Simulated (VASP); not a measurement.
## InPd: structure and properties in VASP

Aim: relax InPd, then compute properties on the relaxed cell. The steps: relaxing cell and atoms (PBEsol), second relaxation, single point with fields (PBEsol), bands along the symmetry lines (PBEsol), total and projected DOS (PBEsol), zone-centre phonons (PBEsol) and field gradients at the nuclei (PBEsol). The start is a computed cell from the Materials Project.

Method: PBEsol; plane waves and PAW (In_d, Pd), in VASP 6.6.1.

## 1. Starting point

Before any relaxation, the start is as follows. It takes space group Pm-3m (No. 221, cubic). The conventional cell has a = 3.272 Å, b = 3.272 Å, c = 3.272 Å, α = 90.00°, β = 90.00°, γ = 90.00°. Nearest to In lie 8 Pd at 2.83 Å. Nearest to Pd lie 8 In at 2.83 Å. Farther neighbours are not listed.

## 2. Relaxing cell and atoms (PBEsol)

The start need not lie at this functional's minimum. ISIF = 3 frees volume, shape and positions, and EDIFFG sets the threshold on forces and stress at which the search stops. PBEsol restores the gradient expansion of exchange and is tuned for the cells of solids.

INCAR

```
SYSTEM = InPd
PREC = Accurate
ENCUT = 400
EDIFF = 1E-06
NELM = 100
ISMEAR = 1
SIGMA = 0.2
LREAL = .FALSE.
ALGO = Normal
GGA = PS
NBANDS = 17
LASPH = .TRUE.
LORBIT = 11
LWAVE = .FALSE.
LCHARG = .FALSE.
KPAR = 2
IBRION = 2
NSW = 60
ISIF = 3
EDIFFG = -0.01
```

POSCAR

```
InPd
1.0
    3.2718847800      0.0000000000      0.0000000000
    0.0000000000      3.2718847800      0.0000000000
    0.0000000000      0.0000000000      3.2718847800
In Pd
1 1
Direct
    0.0000000000      0.0000000000      0.0000000000
    0.5000000000      0.5000000000      0.5000000000
```

KPOINTS

```
Automatic mesh
0
Gamma
6 6 6
0 0 0
```

PAW data sets: In_d and Pd (PBE family, release 64).

Command:

```bash
$ mpirun -np 2 vasp_std
```

Output:

```text
[banner, memory and clock lines left out]
running    2 mpi-ranks, on    1 nodes
 distrk:  each k-point on    1 cores,    2 groups
 distr:  one band on    1 cores,    1 groups

 POSCAR found type information on POSCAR InPd
 POSCAR found :  2 types and       2 ions
|                                                                             |
|               ----> ADVICE to this user running VASP <----                  |
|                                                                             |
|     You enforced a specific xc type in the INCAR file but a different       |
|     [... a line on the potential file left out ...]
|     I HOPE YOU KNOW WHAT YOU ARE DOING!                                     |
|                                                                             |

 LDA part: xc-table for (Slater+PW92), standard interpolation
 POSCAR, INCAR and KPOINTS ok, starting setup
 FFT: planning ... GRIDC
 FFT: planning ... GRID_SOFT
 FFT: planning ... GRID
 WAVECAR not read
 entering main loop
       N       E                     dE             d eps       ncg     rms          rms(c)
DAV:   1     0.146150199340E+03    0.14615E+03   -0.95668E+03   704   0.145E+03
DAV:   2    -0.280598201407E+01   -0.14896E+03   -0.14422E+03   698   0.340E+02
DAV:   3    -0.101033384744E+02   -0.72974E+01   -0.72481E+01   768   0.842E+01
DAV:   4    -0.102567606392E+02   -0.15342E+00   -0.15336E+00   861   0.106E+01
DAV:   5    -0.102623733891E+02   -0.56127E-02   -0.56125E-02   937   0.194E+00    0.681E+00
DAV:   6    -0.100200499353E+02    0.24232E+00   -0.79315E-01   748   0.107E+01    0.297E+00
DAV:   7    -0.997782248389E+01    0.42227E-01   -0.94002E-02   894   0.529E+00    0.169E+00
DAV:   8    -0.996587016094E+01    0.11952E-01   -0.28971E-02   829   0.174E+00    0.410E-01
DAV:   9    -0.996474827814E+01    0.11219E-02   -0.20382E-03   869   0.760E-01    0.791E-02
DAV:  10    -0.996472645476E+01    0.21823E-04   -0.44766E-05   982   0.886E-02    0.235E-02
DAV:  11    -0.996472576772E+01    0.68704E-06   -0.36165E-06   718   0.179E-02
   1 F= -.99647258E+01 E0= -.99659359E+01  d E =-.996473E+01
 curvature:   0.00 expect dE= 0.000E+00 dE for cont linesearch  0.000E+00
 trial: gam= 0.00000 g(F)=  0.000E+00 g(S)=  0.256E-01 ort = 0.000E+00 (trialstep = 0.100E+01)
 search vector abs. value=  0.256E-01
 bond charge predicted
       N       E                     dE             d eps       ncg     rms          rms(c)
DAV:   1    -0.105268040263E+02   -0.56208E+00   -0.10489E+01   740   0.507E+01    0.546E+00
DAV:   2    -0.100293468768E+02    0.49746E+00   -0.20896E+00   700   0.182E+01    0.159E+00
DAV:   3    -0.997353344828E+01    0.55813E-01   -0.16384E-01   874   0.749E+00    0.657E-01
DAV:   4    -0.996486091729E+01    0.86725E-02   -0.21175E-02  1010   0.241E+00    0.745E-01
DAV:   5    -0.996461374298E+01    0.24717E-03   -0.53808E-04   687   0.206E-01    0.609E-01
DAV:   6    -0.996399715520E+01    0.61659E-03   -0.10893E-03   797   0.277E-01    0.389E-02
DAV:   7    -0.996400655201E+01   -0.93968E-05   -0.32020E-05   975   0.498E-02    0.162E-02
DAV:   8    -0.996400699048E+01   -0.43847E-06   -0.68313E-07   530   0.105E-02
   2 F= -.99640070E+01 E0= -.99652204E+01  d E =0.718777E-03
 trial-energy change:    0.000719  1 .order    0.001602   -0.025580    0.028785
 step:   0.4949(harm=  0.4705)  dis= 0.00000  next Energy=    -9.971163 (dE=-0.644E-02)
 bond charge predicted
       N       E                     dE             d eps       ncg     rms          rms(c)
DAV:   1    -0.101125324421E+02   -0.14853E+00   -0.27650E+00   739   0.280E+01    0.254E+00
DAV:   2    -0.998867945319E+01    0.12385E+00   -0.50664E-01   699   0.884E+00    0.865E-01
DAV:   3    -0.997416522046E+01    0.14514E-01   -0.40901E-02   868   0.354E+00    0.366E-01
DAV:   4    -0.997154250713E+01    0.26227E-02   -0.68474E-03  1008   0.140E+00    0.333E-01
DAV:   5    -0.997149778276E+01    0.44724E-04   -0.15939E-04   684   0.121E-01    0.285E-01
DAV:   6    -0.997130294585E+01    0.19484E-03   -0.22305E-04   706   0.107E-01    0.599E-02
DAV:   7    -0.997129695816E+01    0.59877E-05   -0.16098E-05   842   0.325E-02    0.529E-03
DAV:   8    -0.997129705296E+01   -0.94799E-07   -0.37887E-07   430   0.675E-03
   3 F= -.99712971E+01 E0= -.99724909E+01  d E =-.657129E-02
 curvature:  -0.23 expect dE=-0.101E-06 dE for cont linesearch -0.101E-06
 trial: gam= 0.00000 g(F)=  0.196E-65 g(S)=  0.430E-06 ort =-0.105E-03 (trialstep = 0.899E+00)
 search vector abs. value=  0.430E-06
 reached required accuracy - stopping structural energy minimisation
```

Wall time 11 s (2 MPI ranks of Intel Xeon Platinum 8259CL at 2.50GHz (Skylake/Cascade Lake), shared host); peak memory 0.27 GiB; 19 s of CPU time.

The logs omit lines about the potential files and the build; timing stands in the text.

From OUTCAR (step 2):

```text
ion  position               nearest neighbor table
   1  0.000  0.000  0.000-   2 2.83   2 2.83   2 2.83   2 2.83   2 2.83   2 2.83   2 2.83   2 2.83

  LATTYP: Found a simple cubic cell.
 ALAT       =     3.2718847800

 Subroutine GETGRP returns: Found 48 space group operations
 (whereof 48 operations were pure point group operations)

The static configuration has the point symmetry O_h .

 Found     20 irreducible k-points:

   k-points           NKPTS =     20   k-points in BZ     NKDIM =     20   number of bands    NBANDS=     17

   dimension x,y,z NGX =    24 NGY =   24 NGZ =   24
   dimension x,y,z NGXF=    48 NGYF=   48 NGZF=   48

   ENCUT  =  400.0 eV  29.40 Ry    5.42 a.u.   5.34  5.34  5.34*2*pi/ulx,y,z

   NELECT =      23.0000    total number of electrons

 k-points in reciprocal lattice and weights: Automatic mesh
   0.00000000  0.00000000  0.00000000       0.005
   0.16666667  0.00000000  0.00000000       0.028
   0.33333333  0.00000000  0.00000000       0.028
   0.50000000  0.00000000  0.00000000       0.014
   0.16666667  0.16666667  0.00000000       0.056
   0.33333333  0.16666667  0.00000000       0.111
   0.50000000  0.16666667  0.00000000       0.056
   0.33333333  0.33333333  0.00000000       0.056
   0.50000000  0.33333333  0.00000000       0.056
[...]
0.50000000  0.50000000  0.33333333       0.028
   0.50000000  0.50000000  0.50000000       0.005

 average (electrostatic) potential at core
       1 -90.4667       2 -69.9939

 E-fermi :  10.6676

 k-point     1 :       0.0000    0.0000    0.0000
  band No.  band energies     occupation
    ...
      7       6.7064      2.00000
      8       6.7064      2.00000
      9       8.3040      2.00000
     10       8.3040      2.00000
     11       8.3040      2.00000
     12      14.8592      0.00000
     13      14.8592      0.00000
     14      14.8592      0.00000
     15      20.2978      0.00000
     16      21.3887      0.00000
    ...

 k-point     2 :       0.1667    0.0000    0.0000
  band No.  band energies     occupation
    ...
      7       6.7067      2.00000
      8       6.7514      2.00000
      9       7.9952      2.00000
     10       7.9952      2.00000
     11       8.2826      2.00000
     12      12.5736     -0.00000
     13      15.7313      0.00000
     14      15.7313      0.00000
     15      20.7506      0.00000
     16      21.2158      0.00000
    ...

 k-point     3 :       0.3333    0.0000    0.0000
  band No.  band energies     occupation
    ...
      8       6.7075      2.00000
      9       7.4894      2.00000
     10       7.4894      2.00000
     11       8.2403      2.00000
     12      10.0616      2.00016
     13      17.9076      0.00000
     14      17.9076      0.00000
     15      20.8324      0.00000
     16      20.9813      0.00000
     17      24.2730      0.00000

  Total        0.0024381      0.0024381      0.0024381      0.0000000      0.0000000     -0.0000000
  in kB        0.1139326      0.1139326      0.1139326      0.0000000      0.0000000     -0.0000000
  external PRESSURE =       0.1139326 kB  Pullay stress =       0.0000000 kB

  energy-cutoff  :      400.00
  volume of cell :       34.29
      direct lattice vectors                 reciprocal lattice vectors
     3.248662185  0.000000000 -0.000000000     0.307819017 -0.000000000 -0.000000000
     0.000000000  3.248662185 -0.000000000    -0.000000000  0.307819017  0.000000000
     0.000000000 -0.000000000  3.248662185     0.000000000  0.000000000  0.307819017

 POSITION                                       TOTAL-FORCE (eV/Angst)
 -----------------------------------------------------------------------------------
      0.00000      0.00000      0.00000        -0.000000      0.000000      0.000000
      1.62433      1.62433      1.62433         0.000000     -0.000000      0.000000
 -----------------------------------------------------------------------------------
    total drift:                                0.000000      0.000000     -0.000000

  FREE ENERGIE OF THE ION-ELECTRON SYSTEM (eV)
  ---------------------------------------------------
  free  energy   TOTEN  =        -9.9712970530 eV

  energy  without entropy=       -9.9748787263  energy(sigma->0) =       -9.97249094

 reached required accuracy - stopping structural energy minimisation

 total charge
# of ion       s       p       d       tot
------------------------------------------
    1        0.812   0.765   9.903  11.480
    2        0.421   0.441   8.646   9.508
--------------------------------------------------
tot          1.234   1.206  18.549  20.988

[... 3 further parts left out ...]
```

CONTCAR:

```
InPd
   1.00000000000000
     3.2486621846024288    0.0000000000000000   -0.0000000000000000
     0.0000000000000000    3.2486621846024288   -0.0000000000000000
     0.0000000000000000   -0.0000000000000000    3.2486621846024288
  In              Pd
     1     1
Direct
     0.0000000000000000    0.0000000000000000    0.0000000000000000
     0.5000000000000000    0.5000000000000000    0.5000000000000000
```

This run has no spin polarisation. Its electron count is odd, so without a moment it is a metal by construction. The k-mesh is coarse for a metal. The PAW data sets were made with PBE, which is usual practice but a small mismatch for other functionals. The run keeps the 48 symmetry operations of its start, so it cannot find a distortion of lower symmetry.

The steps of the relaxation:

| step | energy less that of the first step (eV) | largest force (eV/Å) | pressure (GPa) | volume (Å³) |
| --- | --- | --- | --- | --- |
| 1 | 0.0000 | 0.0000 | -2.72 | 35.03 |
| 2 | 0.0007 | 0.0000 | 3.20 | 33.54 |
| 3 | -0.0066 | 0.0000 | 0.01 | 34.29 |

| conventional cell, symmetrised | before | after | change |
| --- | --- | --- | --- |
| a (Å) | 3.272 | 3.249 | -0.7 % |
| b (Å) | 3.272 | 3.249 | -0.7 % |
| c (Å) | 3.272 | 3.249 | -0.7 % |
| volume (Å³/atom) | 17.51 | 17.14 | -2.1 % |

The relaxed structure:

```
In Pd
1.0
     3.24866    0.00000    0.00000
     0.00000    3.24866    0.00000
     0.00000    0.00000    3.24866
In Pd
1 1
Cartesian
  0.0000 0.0000 0.0000
  1.6243 1.6243 1.6243
```

Numbers from this step:

```
electrons                       : 23
bands                           : 17
irreducible k-points            : 20
symmetry operations             : 48
free energy (TOTEN)             : -9.971 eV
energy at zero smearing         : -9.972 eV
Fermi energy                    : 10.67 eV
pressure                        : 0.01139 GPa
metallic                        : yes
SCF cycles over all ionic steps : 27
```

It ends with forces that vanish by symmetry and a pressure of 0.01 GPa.

## 3. Second relaxation

A relaxation keeps the plane waves of the cell it began with, so it is repeated from the new cell, on a basis made for it.

INCAR is that of step 2.

POSCAR

```
InPd
1.0
    3.2486621846      0.0000000000      0.0000000000
    0.0000000000      3.2486621846      0.0000000000
    0.0000000000      0.0000000000      3.2486621846
In Pd
1 1
Direct
    0.0000000000      0.0000000000      0.0000000000
    0.5000000000      0.5000000000      0.5000000000
```

KPOINTS is that of step 2.

Command:

```bash
$ mpirun -np 2 vasp_std
```

Output:

```text
[banner, memory and clock lines left out]
running    2 mpi-ranks, on    1 nodes
 distrk:  each k-point on    1 cores,    2 groups
 distr:  one band on    1 cores,    1 groups

 POSCAR found type information on POSCAR InPd
 POSCAR found :  2 types and       2 ions
 [... a notice as in an earlier step ...]

 LDA part: xc-table for (Slater+PW92), standard interpolation
 POSCAR, INCAR and KPOINTS ok, starting setup
 FFT: planning ... GRIDC
 FFT: planning ... GRID_SOFT
 FFT: planning ... GRID
 WAVECAR not read
 entering main loop
       N       E                     dE             d eps       ncg     rms          rms(c)
DAV:   1     0.146279327464E+03    0.14628E+03   -0.97165E+03   696   0.148E+03
DAV:   2    -0.312610317588E+01   -0.14941E+03   -0.14395E+03   702   0.339E+02
DAV:   3    -0.101324392351E+02   -0.70063E+01   -0.69354E+01   797   0.828E+01
DAV:   4    -0.102708058391E+02   -0.13837E+00   -0.13828E+00   833   0.101E+01
DAV:   5    -0.102776180808E+02   -0.68122E-02   -0.68119E-02   984   0.214E+00    0.719E+00
DAV:   6    -0.100272646905E+02    0.25035E+00   -0.80050E-01   721   0.108E+01    0.315E+00
DAV:   7    -0.998337660652E+01    0.43888E-01   -0.91440E-02   876   0.543E+00    0.175E+00
DAV:   8    -0.997131854506E+01    0.12058E-01   -0.28001E-02   841   0.172E+00    0.425E-01
DAV:   9    -0.997016706720E+01    0.11515E-02   -0.20694E-03   875   0.772E-01    0.836E-02
DAV:  10    -0.997014394196E+01    0.23125E-04   -0.43185E-05   961   0.906E-02    0.261E-02
DAV:  11    -0.997014332357E+01    0.61839E-06   -0.36238E-06   724   0.180E-02
   1 F= -.99701433E+01 E0= -.99713373E+01  d E =-.997014E+01
 curvature:   0.00 expect dE= 0.000E+00 dE for cont linesearch  0.000E+00
 trial: gam= 0.00000 g(F)=  0.000E+00 g(S)=  0.829E-06 ort = 0.000E+00 (trialstep = 0.100E+01)
 search vector abs. value=  0.829E-06
 reached required accuracy - stopping structural energy minimisation
```

Run time: 4.4 s. Hardware: 2 MPI ranks; peak memory 0.26 GiB; 7.2 s of CPU time.

OUTCAR, selected parts (step 3):

```text
  LATTYP: Found a simple cubic cell.
 ALAT       =     3.2486621846

The static configuration has the point symmetry O_h .

 Found     20 irreducible k-points:

   ENCUT  =  400.0 eV  29.40 Ry    5.42 a.u.   5.30  5.30  5.30*2*pi/ulx,y,z

   NELECT =      23.0000    total number of electrons

 E-fermi :  10.6675

 k-point     1 :       0.0000    0.0000    0.0000
  band No.  band energies     occupation
    ...
      7       6.7062      2.00000
      8       6.7062      2.00000
      9       8.3038      2.00000
     10       8.3038      2.00000
     11       8.3038      2.00000
     12      14.8592      0.00000
     13      14.8592      0.00000
     14      14.8592      0.00000
     15      20.2976      0.00000
     16      21.3888      0.00000
    ...

 k-point     2 :       0.1667    0.0000    0.0000
  band No.  band energies     occupation
    ...
      7       6.7066      2.00000
      8       6.7513      2.00000
      9       7.9951      2.00000
     10       7.9951      2.00000
     11       8.2825      2.00000
     12      12.5736     -0.00000
     13      15.7313      0.00000
     14      15.7313      0.00000
     15      20.7505      0.00000
     16      21.2159      0.00000
    ...

  Total        0.0033846      0.0033846      0.0033846     -0.0000000      0.0000000     -0.0000000
  in kB        0.1581634      0.1581634      0.1581634     -0.0000000      0.0000000     -0.0000000
  external PRESSURE =       0.1581634 kB  Pullay stress =       0.0000000 kB

  energy-cutoff  :      400.00
  volume of cell :       34.29
      direct lattice vectors                 reciprocal lattice vectors
     3.248662185  0.000000000  0.000000000     0.307819017  0.000000000  0.000000000
     0.000000000  3.248662185  0.000000000     0.000000000  0.307819017  0.000000000
     0.000000000  0.000000000  3.248662185     0.000000000  0.000000000  0.307819017

 POSITION                                       TOTAL-FORCE (eV/Angst)
 -----------------------------------------------------------------------------------
      0.00000      0.00000      0.00000         0.000000      0.000000      0.000000
      1.62433      1.62433      1.62433         0.000000      0.000000      0.000000
 -----------------------------------------------------------------------------------
    total drift:                                0.000000      0.000000     -0.000000

  FREE ENERGIE OF THE ION-ELECTRON SYSTEM (eV)
  ---------------------------------------------------
  free  energy   TOTEN  =        -9.9701433236 eV

  energy  without entropy=       -9.9737253671  energy(sigma->0) =       -9.97133734

[... 6 parts as in an earlier step ...]

[... 6 further parts left out ...]
```

Little changed from the start: no atom moved by 0.005 Å and no cell edge by 0.1 %.

This step gave:

- free energy (TOTEN): -9.970 eV
- energy at zero smearing: -9.971 eV
- pressure: 0.01582 GPa
- SCF cycles over all ionic steps: 11

It ends with forces that vanish by symmetry and a pressure of 0.02 GPa. The volume moved by under 0.01 %: the run met its threshold at the first step.

[end of part 1 of 4]

[Lines on the potential files, build, host, timing and source positions are cut from VASP's logs without a mark.]

[Logs are printed without paths, hosts, clocks, repeated set-up lines and the standing remarks that a program may print on its own settings, such as how far it seeks lower states.]

[Hosts, paths, dates, database ids (printed as entryN), source tags and the programs' standing remarks are cut or masked in the printed files.]

[A measured line is paired with the nearest computed mode of its activity, which favours agreement.]
